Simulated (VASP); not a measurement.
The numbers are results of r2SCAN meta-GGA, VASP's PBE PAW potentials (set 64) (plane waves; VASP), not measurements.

VASP input:

### POSCAR
```
SiO2
1.0
  4.1831921166   0.0000000000   0.0000000000
  0.0000000000   4.1831921166   0.0000000000
  0.0000000000   0.0000000000   2.6733263045
Si O
2 4
Direct
  0.0000000000   0.0000000000   0.0000000000
  0.5000000000   0.5000000000   0.5000000000
  0.3060000000   0.3060000000   0.0000000000
  0.8060000000   0.1940000000   0.5000000000
  0.1940000000   0.8060000000   0.5000000000
  0.6940000000   0.6940000000   0.0000000000
```

### KPOINTS
```
Regular mesh
0
G
 7 7 11
0 0 0
```

**INCAR**
```
ALGO  =  Normal
EDIFF  =  1E-5
EDIFFG  =  -0.03
ENCUT  =  450
IBRION  =  2
ISIF  =  2
ISMEAR  =  0
LASPH  =  T
LCHARG  =  F
LMIXTAU  =  T
LREAL  =  F
LWAVE  =  F
METAGGA  =  R2SCAN
NELM  =  100
NELMIN  =  4
NSW  =  20
PREC  =  Normal
SIGMA  =  0.05
SYSTEM  =  SiO2
```

POTCAR, in this order: Si O (PBE.64 set). Program: vasp_std.

The run wrote:

OSZICAR:
```
       N       E                     dE             d eps       ncg     rms          rms(c)
DAV:   1     0.135413040200E+03    0.13541E+03   -0.17255E+04  2416   0.140E+03
DAV:   2    -0.664624937373E+02   -0.20188E+03   -0.19415E+03  3244   0.314E+02
DAV:   3    -0.728363043597E+02   -0.63738E+01   -0.63572E+01  2880   0.603E+01
DAV:   4    -0.728817724682E+02   -0.45468E-01   -0.45412E-01  2836   0.582E+00
DAV:   5    -0.728822753459E+02   -0.50288E-03   -0.50281E-03  2780   0.578E-01    0.178E+01
DAV:   6    -0.599741000587E+02    0.12908E+02   -0.10448E+01  2732   0.214E+01    0.979E+00
DAV:   7    -0.584690318181E+02    0.15051E+01   -0.19760E+00  2652   0.137E+01    0.334E+00
DAV:   8    -0.615505123388E+02   -0.30815E+01   -0.12298E+00  2616   0.935E+00    0.195E+00
DAV:   9    -0.584401747595E+02    0.31103E+01   -0.94819E-01  2560   0.713E+00    0.671E-01
DAV:  10    -0.586596614245E+02   -0.21949E+00   -0.63110E-02  2780   0.260E+00    0.465E-01
DAV:  11    -0.587619548525E+02   -0.10229E+00   -0.24279E-02  2768   0.126E+00    0.180E-01
DAV:  12    -0.588111616784E+02   -0.49207E-01   -0.19970E-02  2532   0.173E+00    0.121E-01
DAV:  13    -0.588109315504E+02    0.23013E-03   -0.11718E-03  2660   0.368E-01    0.593E-02
DAV:  14    -0.588114297474E+02   -0.49820E-03   -0.55678E-04  2816   0.171E-01    0.277E-02
DAV:  15    -0.588113218348E+02    0.10791E-03   -0.62316E-05  2740   0.833E-02    0.939E-03
DAV:  16    -0.588113848998E+02   -0.63065E-04   -0.10530E-05  1660   0.398E-02    0.698E-03
DAV:  17    -0.588113777173E+02    0.71825E-05   -0.21302E-06  1468   0.120E-02
   1 F= -.58811378E+02 E0= -.58811378E+02  d E =-.588114E+02
```

OUTCAR:
```
------------------------ aborting loop because EDIFF is reached ----------------------------------------
  FORCE on cell =-STRESS in cart. coord.  units (eV):
  Direction    XX          YY          ZZ          XY          YZ          ZX
  --------------------------------------------------------------------------------------
  Total       -0.4058083     -0.4058083     -0.3765887      0.0000000      0.0000000      0.0000000
  in kB      -13.8983714    -13.8983714    -12.8976400      0.0000000      0.0000000      0.0000000
  external PRESSURE =     -13.5647943 kB  Pullay stress =       0.0000000 kB
  volume of cell :       46.78
      direct lattice vectors                 reciprocal lattice vectors
     4.183192117  0.000000000  0.000000000     0.239051894  0.000000000  0.000000000
     0.000000000  4.183192117  0.000000000     0.000000000  0.239051894  0.000000000
     0.000000000  0.000000000  2.673326305     0.000000000  0.000000000  0.374065821
 POSITION                                       TOTAL-FORCE (eV/Angst)
 -----------------------------------------------------------------------------------
      0.00000      0.00000      0.00000         0.000000      0.000000      0.000000
      2.09160      2.09160      1.33666         0.000000      0.000000      0.000000
      1.28006      1.28006      0.00000        -0.004653     -0.004653      0.000000
      3.37165      0.81154      1.33666        -0.004653      0.004653      0.000000
      0.81154      3.37165      1.33666         0.004653     -0.004653      0.000000
      2.90314      2.90314      0.00000         0.004653      0.004653      0.000000
 -----------------------------------------------------------------------------------
    total drift:                                0.000000     -0.000000     -0.000000
  FREE ENERGIE OF THE ION-ELECTRON SYSTEM (eV)
  ---------------------------------------------------
  free  energy   TOTEN  =       -58.8113777173 eV

  energy  without entropy=      -58.8113777173  energy(sigma->0) =      -58.81137772

 reached required accuracy - stopping structural energy minimisation
```
(Selected blocks of OUTCAR.)

### OUTCAR
```
 val. band max:        7.7820939682   @ k =   0.0000   0.0000   0.0000

 cond. band min:      14.2659001440   @ k =   0.0000   0.0000   0.0000


 Fermi energy:         8.0754178839

 k-point     1 :       0.0000    0.0000    0.0000
  band No.  band energies     occupation
      1     -15.7372      2.00000
      2     -12.1564      2.00000
      3     -12.1564      2.00000
      4     -11.8869      2.00000
      5      -3.2515      2.00000
      6       1.2868      2.00000
      7       1.2868      2.00000
      8       1.4699      2.00000
      9       2.3025      2.00000
     10       2.6129      2.00000
     11       4.5946      2.00000
     12       4.5946      2.00000
     13       5.2579      2.00000
     14       6.9021      2.00000
     15       6.9021      2.00000
     16       7.7821      2.00000
     17      14.2659      0.00000
     18      15.3852      0.00000
     19      17.2142      0.00000
     20      17.2142      0.00000

 k-point     2 :       0.1429    0.0000    0.0000
  band No.  band energies     occupation
      1     -15.6295      2.00000
      2     -12.6654      2.00000
      3     -12.1028      2.00000
      4     -11.6054      2.00000
      5      -3.0972      2.00000
      6       0.6889      2.00000
      7       1.3008      2.00000
      8       1.8916      2.00000
      9       2.3855      2.00000
     10       3.0872      2.00000
     11       4.3992      2.00000
     12       4.6430      2.00000
     13       5.2895      2.00000
     14       6.4570      2.00000
     15       6.8639      2.00000
     16       7.6223      2.00000
     17      14.6020      0.00000
     18      15.5707      0.00000
     19      17.2425      0.00000
     20      17.2798      0.00000

 k-point     3 :       0.2857    0.0000    0.0000
  band No.  band energies     occupation
      1     -15.3133      2.00000
      2     -13.4038      2.00000
      3     -11.9547      2.00000
      4     -11.4799      2.00000
      5      -2.6695      2.00000
...
```

At this cut-off the stress carries a Pulay error, which pulls relaxed volumes low.

The compound is SiO2 in the rutile structure, stishovite, a high-pressure form. It was relaxed first.
